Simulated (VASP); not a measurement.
# HPbNO4 (P2_1/m) in VASP: reference runs, part 2 of 2

VASP 6.6.1.

**3. Single point, PBE (atoms moved at random, drawn with an rms of 0.05 Å)**

File INCAR:

```
ALGO = Normal
EDIFF = 1E-7
ENCUT = 520
GGA = PE
ISIF = 2
ISMEAR = -1
KPAR = 4
LASPH = True
LCHARG = True
LREAL = False
LVHAR = True
LWAVE = False
NBANDS = 57
NELM = 100
PREC = Accurate
SIGMA = 0.05
```

File KPOINTS:

```
k-points
0
Gamma
  5 6 4
```

File POSCAR:

```
HPbNO4
1.0
    6.8587600000      0.0000000000     -0.0149100000
    0.0000000000      4.2286500000      0.0000000000
   -3.3751900000      0.0000000000      7.2819400000
H Pb N O
2 2 2 8
Direct
    0.2188200000      0.7408940000      0.5112560000
    0.7731060000      0.2406080000      0.4957240000
    0.3092700000      0.2551920000      0.2852220000
    0.6983680000      0.7426560000      0.7124140000
    0.2070360000      0.7371490000      0.8353340000
    0.7869690000      0.2599090000      0.1639580000
    0.3219810000      0.7460590000      0.4514940000
    0.4051230000      0.7534600000      0.8645780000
    0.1517910000      0.7546150000      0.9660140000
    0.0683560000      0.7542860000      0.6727030000
    0.6557750000      0.2421270000      0.5447290000
    0.5896180000      0.2517330000      0.1276600000
    0.8442530000      0.2654020000      0.0351970000
    0.9251230000      0.2493310000      0.3254930000
```

Potentials or basis: VASP PAW PBE potentials, release 64 (H, Pb_d, N, O).

Run with:

```console
$ cat potpaw_PBE.64/H/POTCAR potpaw_PBE.64/Pb_d/POTCAR potpaw_PBE.64/N/POTCAR potpaw_PBE.64/O/POTCAR > POTCAR
$ mpirun -np 4 vasp_std > vasp.out
```

OUTCAR:

```text
EDIFF = 1E-7
   ENCUT = 520
   GGA = PE
   ISIF = 2
   ISMEAR = -1
   LASPH = True
   LREAL = False
   NELM = 100
   PREC = Accurate

 ion  position               nearest neighbor table
   1  0.219  0.741  0.511-   7 1.01
   2  0.773  0.241  0.496-  11 1.03
   3  0.309  0.255  0.285-  11 2.41   7 2.45   7 2.52  12 2.71  14 2.79  13 2.97   4 3.92   4 3.98

   4  0.698  0.743  0.712-  11 2.45  11 2.46   7 2.55  10 2.69   8 2.76   9 2.91   3 3.92   3 3.98

   5  0.207  0.737  0.835-  10 1.25   9 1.26   8 1.28
   6  0.787  0.260  0.164-  14 1.24  13 1.25  12 1.26
   7  0.322  0.746  0.451-   1 1.01   3 2.45   3 2.52   4 2.55
   8  0.405  0.753  0.865-   5 1.28   4 2.76
   9  0.152  0.755  0.966-   5 1.26   4 2.91
  10  0.068  0.754  0.673-   5 1.25   4 2.69
  11  0.656  0.242  0.545-   2 1.03   3 2.41   4 2.45   4 2.46
  12  0.590  0.252  0.128-   6 1.26   3 2.71
  13  0.844  0.265  0.035-   6 1.25   3 2.97
  14  0.925  0.249  0.325-   6 1.24   3 2.79
[... 1634 lines left out ...]

 [... further k-points ...]

 [bands above 56 left out]

------------------------ aborting loop because EDIFF is reached ----------------------------------------

  FORCE on cell =-STRESS in cart. coord.  units (eV):
  Direction    XX          YY          ZZ          XY          YZ          ZX
  --------------------------------------------------------------------------------------
  -------------------------------------------------------------------------------------
  Total       -1.2888319      0.0881284      5.8793840     -0.0882519     -0.1082370      1.8979991
  in kB       -9.7870145      0.6692216     44.6463313     -0.6701593     -0.8219203     14.4128528
  external PRESSURE =      11.8428461 kB  Pullay stress =       0.0000000 kB

 VOLUME and BASIS-vectors are now :
 -----------------------------------------------------------------------------
  energy-cutoff  :      520.00
  volume of cell :      210.99
      direct lattice vectors                 reciprocal lattice vectors
     6.858760000  0.000000000 -0.014910000     0.145946003  0.000000000  0.067646189
     0.000000000  4.228650000  0.000000000     0.000000000  0.236482092  0.000000000
    -3.375190000  0.000000000  7.281940000     0.000298829  0.000000000  0.137464550

 POSITION                                       TOTAL-FORCE (eV/Angst)
 -----------------------------------------------------------------------------------
     -0.22475      3.13298      3.71967         0.798464      0.069046     -0.415118
      3.62939      1.01745      3.59831        -1.525522      0.034983      0.417618
      1.15853      1.07912      2.07236        -0.269119     -0.081792     -0.171288
      2.38541      3.14043      5.17734        -0.530212      0.005451      0.210115
     -1.39940      3.11715      6.07977         2.473058      1.671912      0.994151
      4.84424      1.09906      1.18220        -1.450755     -0.414745     -1.114816
      0.68451      3.15482      3.28295        -0.530431     -0.023779      0.381635
     -0.13947      3.18612      6.28976        -0.883138     -0.602750      0.215045
     -2.21938      3.19100      7.03219        -0.409700     -0.558822      0.521995
     -1.80166      3.18961      4.89756        -0.976483     -0.510504     -1.809726
      2.65924      1.02387      3.95691         2.009965      0.033356     -0.447404
      3.61317      1.06449      0.92082        -0.342614      0.143431      0.087645
      5.67173      1.12229      0.24371         1.017780      0.156118     -1.047074
      5.24660      1.05433      2.35643         0.618705      0.078097      2.177223
 -----------------------------------------------------------------------------------
    total drift:                                0.000346      0.000548     -0.000307

  FREE ENERGIE OF THE ION-ELECTRON SYSTEM (eV)
  ---------------------------------------------------
  free  energy   TOTEN  =       -80.8213406471 eV

  energy  without entropy=      -80.8213406471  energy(sigma->0) =      -80.82134065
```

Wall time 2.4 min (4 MPI ranks of Intel Xeon 6975P-C (Granite Rapids), shared host); peak memory 0.71 GiB.

What came out:

```
Free energy            : -80.8213 eV
Pressure               : 1.2 GPa
Largest force          : 3.146 eV/Å
Band gap on the k mesh : 2.95 eV, indirect (least direct gap 3.08 eV)
```

Forces in eV/Å, atoms in the order of the input:
```
H    0.798  0.069 -0.415
H   -1.526  0.035  0.418
Pb  -0.269 -0.082 -0.171
Pb  -0.530  0.005  0.210
N    2.473  1.672  0.994
N   -1.451 -0.415 -1.115
O   -0.530 -0.024  0.382
O   -0.883 -0.603  0.215
O   -0.410 -0.559  0.522
O   -0.976 -0.511 -1.810
O    2.010  0.033 -0.447
O   -0.343  0.143  0.088
O    1.018  0.156 -1.047
O    0.619  0.078  2.177
```

Stress tensor (GPa, compression positive):
```
-0.98 -0.07  1.44
-0.07  0.07 -0.08
 1.44 -0.08  4.46
```

Caveat: the standard files for N, O and F lose accuracy on very short bonds; spin-orbit coupling is left out, which as a rule narrows the gap of such compounds by several tenths of an eV; an odd mesh through Γ misses points on the zone boundary, where band edges often lie.

**4. Equation of state, PBE, 14.17 Å³/atom (volume scaled by 0.94)**

INCAR: that of step 3 with these lines changed.

```diff
@@ -8,5 +8,4 @@
 LASPH = True
-LCHARG = True
+LCHARG = False
 LREAL = False
-LVHAR = True
 LWAVE = False
```

KPOINTS is that of step 3.

File POSCAR:

```
HPbNO4
1.0
    6.7187460190      0.0000000000     -0.0146056289
    0.0000000000      4.1423267986      0.0000000000
   -3.3062892383      0.0000000000      7.1332872685
H Pb N O
2 2 2 8
Direct
    0.2254900000      0.7500000000      0.5073000000
    0.7745100000      0.2500000000      0.4927000000
    0.3022900000      0.2500000000      0.2849400000
    0.6977100000      0.7500000000      0.7150600000
    0.2148400000      0.7500000000      0.8356700000
    0.7851600000      0.2500000000      0.1643300000
    0.3307800000      0.7500000000      0.4533800000
    0.4090900000      0.7500000000      0.8690100000
    0.1550800000      0.7500000000      0.9653700000
    0.0708300000      0.7500000000      0.6695500000
    0.6692200000      0.2500000000      0.5466100000
    0.5909100000      0.2500000000      0.1309900000
    0.8449200000      0.2500000000      0.0346300000
    0.9291700000      0.2500000000      0.3304500000
```

Run with:

```console
$ cat potpaw_PBE.64/H/POTCAR potpaw_PBE.64/Pb_d/POTCAR potpaw_PBE.64/N/POTCAR potpaw_PBE.64/O/POTCAR > POTCAR
$ mpirun -np 4 vasp_std > vasp.out
```

Run time: 100 s. Hardware: 4 MPI ranks of Intel Xeon 6975P-C (Granite Rapids), shared host; peak memory 0.57 GiB.

It converged, with:

- Free energy: -80.7950 eV
- Pressure: 7.2 GPa
- Largest force: 2.430 eV/Å
- Band gap on the k mesh: 3.11 eV, indirect (least direct gap 3.37 eV)

Caveat: the standard files for N, O and F lose accuracy on very short bonds; spin-orbit coupling is left out, which as a rule narrows the gap of such compounds by several tenths of an eV; an odd mesh through Γ misses points on the zone boundary, where band edges often lie; forces of over 1 eV/Å show positions far from the minimum, so gaps and moduli don't describe the material at rest.

**5. Equation of state, PBE, 14.47 Å³/atom (volume scaled by 0.96)**

INCAR is that of step 4.

KPOINTS is that of step 4.

POSCAR: that of step 4 with these lines changed.

```diff
@@ -2,5 +2,5 @@
 1.0
-    6.7187460190      0.0000000000     -0.0146056289
-    0.0000000000      4.1423267986      0.0000000000
-   -3.3062892383      0.0000000000      7.1332872685
+    6.7660626908      0.0000000000     -0.0147084888
+    0.0000000000      4.1714990752      0.0000000000
+   -3.3295737325      0.0000000000      7.1835233410
 H Pb N O
```

Run with:

```console
$ cat potpaw_PBE.64/H/POTCAR potpaw_PBE.64/Pb_d/POTCAR potpaw_PBE.64/N/POTCAR potpaw_PBE.64/O/POTCAR > POTCAR
$ mpirun -np 4 vasp_std > vasp.out
```

Wall time 95 s (4 MPI ranks of Intel Xeon 6975P-C (Granite Rapids), shared host); peak memory 0.56 GiB.

Results (log left out):

```
Free energy            : -80.9586 eV
Pressure               : 4.7 GPa
Largest force          : 1.722 eV/Å
Band gap on the k mesh : 3.09 eV, indirect (least direct gap 3.35 eV)
```

Caveat: the standard files for N, O and F lose accuracy on very short bonds; spin-orbit coupling is left out, which as a rule narrows the gap of such compounds by several tenths of an eV; an odd mesh through Γ misses points on the zone boundary, where band edges often lie; forces of over 1 eV/Å show positions far from the minimum, so gaps and moduli don't describe the material at rest.

**6. Equation of state, PBE, 14.77 Å³/atom (volume scaled by 0.98)**

INCAR is that of step 5.

KPOINTS is that of step 5.

POSCAR: that of step 5 with these lines changed.

```diff
@@ -2,5 +2,5 @@
 1.0
-    6.7660626908      0.0000000000     -0.0147084888
-    0.0000000000      4.1714990752      0.0000000000
-   -3.3295737325      0.0000000000      7.1835233410
+    6.8127266667      0.0000000000     -0.0148099299
+    0.0000000000      4.2002689435      0.0000000000
+   -3.3525370356      0.0000000000      7.2330664469
 H Pb N O
```

Potentials or basis: VASP PAW PBE potentials, release 64 (H, Pb_d, N, O).

Run with:

```console
$ cat potpaw_PBE.64/H/POTCAR potpaw_PBE.64/Pb_d/POTCAR potpaw_PBE.64/N/POTCAR potpaw_PBE.64/O/POTCAR > POTCAR
$ mpirun -np 4 vasp_std > vasp.out
```

It took 1.7 min on 4 MPI ranks of Intel Xeon 6975P-C (Granite Rapids), shared host; peak memory 0.6 GiB.

Results (log left out):

| Property | Result |
| --- | --- |
| Free energy | -81.0609 eV |
| Pressure | 2.5 GPa |
| Largest force | 1.069 eV/Å |
| Band gap on the k mesh | 3.08 eV, indirect (least direct gap 3.32 eV) |

Caveat: the standard files for N, O and F lose accuracy on very short bonds; spin-orbit coupling is left out, which as a rule narrows the gap of such compounds by several tenths of an eV; an odd mesh through Γ misses points on the zone boundary, where band edges often lie; forces of over 1 eV/Å show positions far from the minimum, so gaps and moduli don't describe the material at rest.

**7. Equation of state, PBE, 15.37 Å³/atom (volume scaled by 1.02)**

INCAR is that of step 6.

KPOINTS is that of step 6.

POSCAR: that of step 6 with these lines changed.

```diff
@@ -2,5 +2,5 @@
 1.0
-    6.8127266667      0.0000000000     -0.0148099299
-    0.0000000000      4.2002689435      0.0000000000
-   -3.3525370356      0.0000000000      7.2330664469
+    6.9041835754      0.0000000000     -0.0150087446
+    0.0000000000      4.2566551208      0.0000000000
+   -3.3975429031      0.0000000000      7.3301661737
 H Pb N O
```

Run with:

```console
$ cat potpaw_PBE.64/H/POTCAR potpaw_PBE.64/Pb_d/POTCAR potpaw_PBE.64/N/POTCAR potpaw_PBE.64/O/POTCAR > POTCAR
$ mpirun -np 4 vasp_std > vasp.out
```

Run time: 1.7 min. Hardware: 4 MPI ranks of Intel Xeon 6975P-C (Granite Rapids), shared host; peak memory 0.6 GiB.

Results (log left out):

```yaml
Free_energy: -81.1056 eV
Pressure: -1.2 GPa
Largest_force: 0.185 eV/Å
Band_gap_on_the_k_mesh: 3.05 eV, indirect (least direct gap 3.21 eV)
```

Caveat: the standard files for N, O and F lose accuracy on very short bonds; spin-orbit coupling is left out, which as a rule narrows the gap of such compounds by several tenths of an eV; an odd mesh through Γ misses points on the zone boundary, where band edges often lie.

**8. Equation of state, PBE, 15.67 Å³/atom (volume scaled by 1.04)**

INCAR is that of step 7.

KPOINTS is that of step 7.

POSCAR: that of step 7 with these lines changed.

```diff
@@ -2,5 +2,5 @@
 1.0
-    6.9041835754      0.0000000000     -0.0150087446
-    0.0000000000      4.2566551208      0.0000000000
-   -3.3975429031      0.0000000000      7.3301661737
+    6.9490171925      0.0000000000     -0.0151062067
+    0.0000000000      4.2842965130      0.0000000000
+   -3.4196054882      0.0000000000      7.3777659891
 H Pb N O
```

Run with:

```console
$ cat potpaw_PBE.64/H/POTCAR potpaw_PBE.64/Pb_d/POTCAR potpaw_PBE.64/N/POTCAR potpaw_PBE.64/O/POTCAR > POTCAR
$ mpirun -np 4 vasp_std > vasp.out
```

Run time: 1.7 min. Hardware: 4 MPI ranks of Intel Xeon 6975P-C (Granite Rapids), shared host; peak memory 0.61 GiB.

It converged, with:

```
Free energy            : -81.0587 eV
Pressure               : -2.8 GPa
Largest force          : 0.615 eV/Å
Band gap on the k mesh : 3.03 eV, indirect (least direct gap 3.16 eV)
```

Caveat: the standard files for N, O and F lose accuracy on very short bonds; spin-orbit coupling is left out, which as a rule narrows the gap of such compounds by several tenths of an eV; an odd mesh through Γ misses points on the zone boundary, where band edges often lie.

**9. Equation of state, PBE, 15.97 Å³/atom (volume scaled by 1.06)**

INCAR is that of step 8.

KPOINTS is that of step 8.

POSCAR: that of step 8 with these lines changed.

```diff
@@ -2,5 +2,5 @@
 1.0
-    6.9490171925      0.0000000000     -0.0151062067
-    0.0000000000      4.2842965130      0.0000000000
-   -3.4196054882      0.0000000000      7.3777659891
+    6.9932796419      0.0000000000     -0.0152024272
+    0.0000000000      4.3115857615      0.0000000000
+   -3.4413870021      0.0000000000      7.4247593961
 H Pb N O
```

Potentials or basis: VASP PAW PBE potentials, release 64 (H, Pb_d, N, O).

Run with:

```console
$ cat potpaw_PBE.64/H/POTCAR potpaw_PBE.64/Pb_d/POTCAR potpaw_PBE.64/N/POTCAR potpaw_PBE.64/O/POTCAR > POTCAR
$ mpirun -np 4 vasp_std > vasp.out
```

Run time: 1.7 min. Hardware: 4 MPI ranks of Intel Xeon 6975P-C (Granite Rapids), shared host; peak memory 0.62 GiB.

It converged, with:

- Free energy: -80.9716 eV
- Pressure: -4.2 GPa
- Largest force: 1.095 eV/Å
- Band gap on the k mesh: 3.00 eV, indirect (least direct gap 3.11 eV)

Caveat: spin-orbit coupling is left out, which as a rule narrows the gap of such compounds by several tenths of an eV; an odd mesh through Γ misses points on the zone boundary, where band edges often lie; forces of over 1 eV/Å show positions far from the minimum, so gaps and moduli don't describe the material at rest.

**10. Equation of state, PBE**

This step only gathers the single runs of the series.

Results:

```yaml
Equilibrium_volume: 15.20 Å³/atom
Bulk_modulus_at_fixed_shape_and_positions: 90 GPa
Pressure_derivative_of_the_bulk_modulus: 4.4
```

Energy against volume, from the lowest point:
| volume (Å³/atom) | energy (meV/atom) |
| --- | --- |
| 14.166 | 22.36 |
| 14.468 | 10.67 |
| 14.769 | 3.37 |
| 15.071 | 0.00 |
| 15.372 | 0.18 |
| 15.673 | 3.52 |
| 15.975 | 9.75 |

Caveat: the standard files for N, O and F lose accuracy on very short bonds; the cell was scaled at fixed shape and fractional positions, which overstates the stiffness of a crystal with free parameters, most of all of layers and chains.

**11. The runs side by side**

```tsv
task	cell	gap on the mesh (eV)	pressure (GPa)	largest force (eV/Å)
single point	as given	3.06	0.6	0.46
single point	atoms moved at random, drawn with an rms of 0.05 Å	2.95	1.2	3.15
equation of state	as given	-	-	-
```

Alike in all rows: level PBE; potentials or basis VASP PAW PBE potentials, release 64 (H, Pb_d, N, O); no spin polarisation; k mesh 5 × 6 × 4; cutoff (eV) 520; smearing fermi-dirac 0.05 eV.

Caveats: the standard files for N, O and F lose accuracy on very short bonds; spin-orbit coupling is left out, which as a rule narrows the gap of such compounds by several tenths of an eV (some runs); an odd mesh through Γ misses points on the zone boundary, where band edges often lie (some runs); the cell was scaled at fixed shape and fractional positions, which overstates the stiffness of a crystal with free parameters, most of all of layers and chains (some runs).

Total energies depend on the potentials used, so only differences within one code and one set of settings carry meaning.
